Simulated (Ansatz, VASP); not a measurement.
## Cross-check of Hf (Hafnium) between VASP and Ansatz

Aim: how closely do two programs agree when they are given the same cell, functional and k mesh? The cell is taken from a series of runs on this material, whose earlier steps may have relaxed, scaled, displaced or heated it; both programs get it as it stands.

Method: plane waves, with VASP 6.6.1 beside it; PBEsol, in Ansatz 0.2.0.

### 1. The structure

Symmetry: P6_3/mmc, No. 194, hexagonal system. The conventional cell has a = 3.192 Å, b = 3.192 Å, c = 4.960 Å, α = 90.00°, β = 90.00°, γ = 120.00°. Hf has 12 Hf at 3.09 to 3.19 Å nearest.

### 2. VASP: zone-centre phonons, PBEsol

Second derivatives magnify differences that forces hide, and they need a tight electronic threshold.

Lines of VASP's logs that name or quote its potential files are left out, and so is its time.

Input file INCAR:

```
SYSTEM = Hf
PREC = Accurate
ENCUT = 500
EDIFF = 1E-08
NELM = 120
ISMEAR = 1
SIGMA = 0.2
LREAL = .FALSE.
ALGO = Normal
GGA = PS
NBANDS = 16
LASPH = .TRUE.
LORBIT = 11
LWAVE = .FALSE.
LCHARG = .FALSE.
ISIF = 2
IBRION = 8
GGA_COMPAT = .FALSE.
KPAR = 2
```

Input file POSCAR:

```
Hf
1.0
    3.1920263042      0.0000000000      0.0000000000
   -1.5960131521      2.7643758690      0.0000000000
    0.0000000000      0.0000000000      4.9602578237
Hf
2
Direct
    0.3333333334      0.6666666668      0.2500000000
    0.6666666668      0.3333333334      0.7500000000
```

Input file KPOINTS:

```
Automatic mesh
0
Gamma
15 15 8
0 0 0
```

The projector-augmented-wave data sets are Hf_pv (PBE family, release 64).

Launch:

```sh
> mpirun -np 2 vasp_std
```

Numbers of over 12 decimals in the logs are rounded to 6 here.

Log:

```text
[banner, memory and clock lines left out]
running    2 mpi-ranks, on    1 nodes
 distrk:  each k-point on    1 cores,    2 groups
 distr:  one band on    1 cores,    1 groups

 POSCAR found type information on POSCAR Hf
 POSCAR found :  1 types and       2 ions
|                                                                             |
|               ----> ADVICE to this user running VASP <----                  |
|                                                                             |
|     You enforced a specific xc type in the INCAR file but a different       |
|     [... a line on the potential file left out ...]
|     I HOPE YOU KNOW WHAT YOU ARE DOING!                                     |
|                                                                             |

 LDA part: xc-table for (Slater+PW92), standard interpolation
 POSCAR, INCAR and KPOINTS ok, starting setup
 FFT: planning ... GRIDC
 FFT: planning ... GRID_SOFT
 FFT: planning ... GRID
 WAVECAR not read
 entering main loop
       N       E                     dE             d eps       ncg     rms          rms(c)
DAV:   1     0.463408735633E+02    0.46341E+02   -0.11389E+04  4336   0.116E+03
DAV:   2    -0.201496278336E+02   -0.66491E+02   -0.65098E+02  5656   0.250E+02
DAV:   3    -0.217603584953E+02   -0.16107E+01   -0.16041E+01  5776   0.266E+01
DAV:   4    -0.217726115977E+02   -0.12253E-01   -0.12250E-01  5224   0.285E+00
DAV:   5    -0.217727671664E+02   -0.15557E-03   -0.15556E-03  5784   0.266E-01    0.663E+01
DAV:   6    -0.212077772948E+02    0.56499E+00   -0.51582E-01  5144   0.475E+00    0.393E+01
DAV:   7    -0.210094003766E+02    0.19838E+00   -0.85387E-01  5320   0.588E+00    0.189E+00
DAV:   8    -0.209987347461E+02    0.10666E-01   -0.54729E-02  4928   0.160E+00    0.323E-01
DAV:   9    -0.209988377663E+02   -0.10302E-03   -0.11588E-03  5968   0.250E-01    0.195E-01
DAV:  10    -0.209988275330E+02    0.10233E-04   -0.46778E-05  5160   0.488E-02    0.191E-01
DAV:  11    -0.209988288751E+02   -0.13420E-05   -0.44650E-06  5920   0.151E-02    0.113E-02
DAV:  12    -0.209988289622E+02   -0.87095E-07   -0.42008E-07  5080   0.437E-03    0.448E-03
DAV:  13    -0.209988289116E+02    0.50589E-07   -0.20812E-08  4520   0.111E-03    0.146E-03
DAV:  14    -0.209988288928E+02    0.18804E-07   -0.13898E-09  3072   0.322E-04    0.252E-04
DAV:  15    -0.209988288887E+02    0.40668E-08   -0.22306E-10  2992   0.120E-04
   1 F= -.20998829E+02 E0= -.21000459E+02  d E =0.489071E-02
 Linear response reoptimize wavefunctions to high precision
DAV:   1    -0.209988288880E+02    0.70713E-09   -0.43826E-11  3000   0.556E-05
DAV:   2    -0.209988288880E+02    0.22055E-10   -0.89940E-12  2824   0.249E-05
 Linear response DOF=           2
 Linear response progress:
  Degree of freedom:   1/  2
       N       E                     dE             d eps       ncg     rms          rms(c)
RMM:   1    -0.202301782091E+00   -0.20230E+00    0.45810E+00 18604   0.120E+01
RMM:   2    -0.208042542533E+00   -0.57408E-02   -0.38485E-02 27728   0.123E+00    0.573E-01
RMM:   3    -0.207195913106E+00    0.84663E-03   -0.45127E-03 34632   0.269E-01    0.123E-01
RMM:   4    -0.206821767548E+00    0.37415E-03   -0.51334E-04 41258   0.930E-02    0.187E-01
RMM:   5    -0.206384304141E+00    0.43746E-03   -0.46615E-05 37692   0.420E-02    0.171E-02
RMM:   6    -0.206294954820E+00    0.89349E-04   -0.17329E-05 42725   0.152E-02    0.317E-02
RMM:   7    -0.206299334236E+00   -0.43794E-05   -0.19863E-05 38359   0.703E-03    0.433E-02
RMM:   8    -0.206289063199E+00    0.10271E-04    0.60303E-06 39293   0.333E-03    0.624E-03
RMM:   9    -0.206288812097E+00    0.25110E-06   -0.58842E-06 42505   0.891E-04    0.227E-03
RMM:  10    -0.206289110725E+00   -0.29863E-06   -0.28255E-06 41063   0.310E-04    0.209E-04
RMM:  11    -0.206289438321E+00   -0.32760E-06   -0.14415E-06 41307   0.187E-04    0.598E-04
RMM:  12    -0.206289416903E+00    0.21418E-07   -0.87008E-07 41745   0.121E-04    0.287E-05
RMM:  13    -0.206289469655E+00   -0.52752E-07   -0.52043E-07 40222   0.934E-05    0.783E-05
RMM:  14    -0.206289486448E+00   -0.16793E-07   -0.35209E-07 39718   0.794E-05    0.638E-06
[...]
RMM:  19    -0.206289508118E+00   -0.70796E-09   -0.15319E-07 23743   0.673E-05    0.232E-06
RMM:  20    -0.206289509165E+00   -0.10468E-08   -0.14111E-07 23054   0.671E-05    0.222E-06
RMM:  21    -0.206289509442E+00   -0.27713E-09   -0.13995E-07 21091   0.669E-05    0.153E-06
RMM:  22    -0.206289509671E+00   -0.22952E-09   -0.13254E-07 20097   0.668E-05    0.404E-07
RMM:  23    -0.206289509575E+00    0.96397E-10   -0.13013E-07 19388   0.668E-05    0.323E-07
RMM:  24    -0.206289509507E+00    0.68084E-10   -0.12355E-07 18844   0.668E-05    0.361E-07
RMM:  25    -0.206289509433E+00    0.73706E-10   -0.12465E-07 18323   0.668E-05    0.389E-07
RMM:  26    -0.206289509454E+00   -0.20782E-10   -0.11881E-07 17902   0.667E-05    0.374E-07
 first order change of Fermi-energy  -0.19337E-05
 force on displaced ion       1 direction 1 :  -2.221  -0.000   0.000
 Linear response progress:
  Degree of freedom:   2/  2
       N       E                     dE             d eps       ncg     rms          rms(c)
RMM:   1    -0.241604495275E+00   -0.24160E+00    0.48702E+00  6427   0.124E+01
RMM:   2    -0.252113741936E+00   -0.10509E-01   -0.44447E-02  9564   0.126E+00    0.721E-01
RMM:   3    -0.251282824651E+00    0.83092E-03   -0.36026E-03 11270   0.287E-01    0.213E-01
RMM:   4    -0.251058767466E+00    0.22406E-03   -0.32494E-04 13351   0.101E-01    0.202E-01
RMM:   5    -0.250742108257E+00    0.31666E-03    0.12042E-04 12910   0.467E-02    0.445E-02
RMM:   6    -0.250666633621E+00    0.75475E-04   -0.32988E-05 11638   0.199E-02    0.419E-02
RMM:   7    -0.250683315784E+00   -0.16682E-04    0.39208E-05 12766   0.676E-03    0.144E-02
RMM:   8    -0.250686610009E+00   -0.32942E-05    0.41394E-05 13490   0.298E-03    0.313E-03
RMM:   9    -0.250675431805E+00    0.11178E-04    0.28043E-05 13063   0.164E-03    0.142E-03
RMM:  10    -0.250675277408E+00    0.15440E-06    0.18255E-05 13406   0.563E-04    0.462E-04
RMM:  11    -0.250675732447E+00   -0.45504E-06    0.10931E-05 13267   0.276E-04    0.660E-05
RMM:  12    -0.250676171048E+00   -0.43860E-06    0.39505E-06 13998   0.140E-04    0.352E-05
RMM:  13    -0.250676270962E+00   -0.99915E-07    0.22166E-06 13166   0.103E-04    0.237E-05
RMM:  14    -0.250676390568E+00   -0.11961E-06    0.66378E-07 13680   0.873E-05    0.147E-06
RMM:  15    -0.250676429171E+00   -0.38603E-07    0.38188E-08 12876   0.801E-05    0.981E-07
RMM:  16    -0.250676468654E+00   -0.39483E-07   -0.49255E-07 10208   0.770E-05    0.115E-06
RMM:  17    -0.250676478447E+00   -0.97927E-08   -0.66722E-07  8830   0.757E-05    0.576E-07
RMM:  18    -0.250676489233E+00   -0.10786E-07   -0.83971E-07  8137   0.751E-05    0.597E-07
RMM:  19    -0.250676496540E+00   -0.73079E-08   -0.94682E-07  7662   0.747E-05    0.413E-07
RMM:  20    -0.250676493966E+00    0.25745E-08   -0.90593E-07  7277   0.746E-05    0.474E-07
RMM:  21    -0.250676495364E+00   -0.13980E-08   -0.95684E-07  6870   0.745E-05    0.365E-07
RMM:  22    -0.250676496157E+00   -0.79275E-09   -0.94761E-07  6526   0.744E-05    0.410E-07
 first order change of Fermi-energy  -0.14871E-03
 force on displaced ion       1 direction 3 :  -0.000   0.000  -3.958
 Linear response finished
```

OUTCAR, selected parts (step 2):

```text
ion  position               nearest neighbor table
   1  0.333  0.667  0.250-   2 3.09   2 3.09   2 3.09   2 3.09   2 3.09   2 3.09
   2  0.667  0.333  0.750-   1 3.09   1 3.09   1 3.09   1 3.09   1 3.09   1 3.09

  LATTYP: Found a hexagonal cell.
 ALAT       =     3.1920263042
 C/A-ratio  =     1.5539526780

 Subroutine GETGRP returns: Found 24 space group operations
 (whereof 12 operations were pure point group operations)

The static configuration has the point symmetry D_3d.
 The point group associated with its full space group is D_6h.

 Found    135 irreducible k-points:

   k-points           NKPTS =    135   k-points in BZ     NKDIM =    135   number of bands    NBANDS=     16

   dimension x,y,z NGX =    24 NGY =   24 NGZ =   36
   dimension x,y,z NGXF=    48 NGYF=   48 NGZF=   72

   ENCUT  =  500.0 eV  36.75 Ry    6.06 a.u.   5.82  5.82  9.04*2*pi/ulx,y,z

   NELECT =      20.0000    total number of electrons

 k-points in reciprocal lattice and weights: Automatic mesh
   0.00000000  0.00000000  0.00000000       0.001
   0.06666667 -0.00000000  0.00000000       0.003
   0.13333333 -0.00000000  0.00000000       0.003
   0.20000000 -0.00000000  0.00000000       0.003
   0.26666667 -0.00000000  0.00000000       0.003
   0.33333333  0.00000000  0.00000000       0.003
   0.40000000 -0.00000000  0.00000000       0.003
   0.46666667 -0.00000000  0.00000000       0.003
   0.06666667  0.06666667  0.00000000       0.003
[...]
0.33333333  0.26666667  0.50000000       0.007
   0.33333333  0.33333333  0.50000000       0.001

 average (electrostatic) potential at core
       1 -36.9601       2 -36.9601

  Total       -0.6593586     -0.6593586     -0.1236551     -0.0000000      0.0000000      0.0000000
  in kB      -24.1359517    -24.1359517     -4.5264184     -0.0000000      0.0000000      0.0000000
  external PRESSURE =     -17.5994406 kB  Pullay stress =       0.0000000 kB

  energy-cutoff  :      500.00
  volume of cell :       43.77
      direct lattice vectors                 reciprocal lattice vectors
     3.192026304  0.000000000  0.000000000     0.313280626  0.180872654  0.000000000
    -1.596013152  2.764375869  0.000000000     0.000000000  0.361745308  0.000000000
     0.000000000  0.000000000  4.960257824     0.000000000  0.000000000  0.201602424

 POSITION                                       TOTAL-FORCE (eV/Angst)
 -----------------------------------------------------------------------------------
      0.00000      1.84292      1.24006        -0.000000      0.000000      0.000000
      1.59601      0.92146      3.72019         0.000000     -0.000000      0.000000
 -----------------------------------------------------------------------------------
    total drift:                               -0.000000     -0.000000      0.000000

 Eigenvectors and eigenvalues of the dynamical matrix
 ----------------------------------------------------

   1 f  =    3.292338 THz    20.686370 2PiTHz  109.820578 cm-1    13.616010 meV
             X         Y         Z           dx          dy          dz
      0.000000  1.842917  1.240064    -0.000000    0.000000   -0.707107
      1.596013  0.921459  3.720193     0.000000    0.000000    0.707107

   2 f  =    2.466015 THz    15.494429 2PiTHz   82.257403 cm-1    10.198614 meV
             X         Y         Z           dx          dy          dz
      0.000000  1.842917  1.240064    -0.000000   -0.707107    0.000000
      1.596013  0.921459  3.720193     0.000000    0.707107    0.000000

   3 f  =    2.466015 THz    15.494429 2PiTHz   82.257403 cm-1    10.198614 meV
             X         Y         Z           dx          dy          dz
      0.000000  1.842917  1.240064     0.707107    0.000000   -0.000000
      1.596013  0.921459  3.720193    -0.707107    0.000000    0.000000

   4 f/i=    0.000000 THz     0.000000 2PiTHz    0.000000 cm-1     0.000000 meV
             X         Y         Z           dx          dy          dz
      0.000000  1.842917  1.240064     0.666676   -0.235675   -0.000000
      1.596013  0.921459  3.720193     0.666676   -0.235675    0.000000

   5 f/i=    0.000000 THz     0.000000 2PiTHz    0.000001 cm-1     0.000000 meV
             X         Y         Z           dx          dy          dz
      0.000000  1.842917  1.240064     0.000000    0.000000    0.707107
      1.596013  0.921459  3.720193    -0.000000    0.000000    0.707107

   6 f/i=    0.000000 THz     0.000000 2PiTHz    0.000001 cm-1     0.000000 meV
             X         Y         Z           dx          dy          dz
      0.000000  1.842917  1.240064     0.235675    0.666676   -0.000000
      1.596013  0.921459  3.720193     0.235675    0.666676    0.000000

 ELASTIC MODULI CONTR FROM IONIC RELAXATION (kBar)
 Direction    XX          YY          ZZ          XY          YZ          ZX
 --------------------------------------------------------------------------------
 XX        -144.0703    144.0703      0.0000     -0.0000      0.0000     -0.0000
 YY         144.0703   -144.0703     -0.0000     -0.0000      0.0000     -0.0000
 ZZ           0.0000     -0.0000     -0.0000     -0.0000      0.0000     -0.0000
 XY          -0.0000     -0.0000     -0.0000   -144.0703      0.0000     -0.0000
 YZ           0.0000      0.0000      0.0000      0.0000     -0.0000      0.0000
 ZX          -0.0000     -0.0000     -0.0000     -0.0000      0.0000     -0.0000
 --------------------------------------------------------------------------------
```

(Part 1 of 2 ends here.)

[Lines on the potential files, build, host, timing and source positions are cut from VASP's logs without a mark.]

[Logs are printed without paths, hosts, clocks, repeated set-up lines and the standing remarks that a program may print on its own settings, such as how far it seeks lower states.]

[Hosts, paths, dates, database ids (printed as entryN), source tags and the programs' standing remarks are cut or masked in the printed files.]
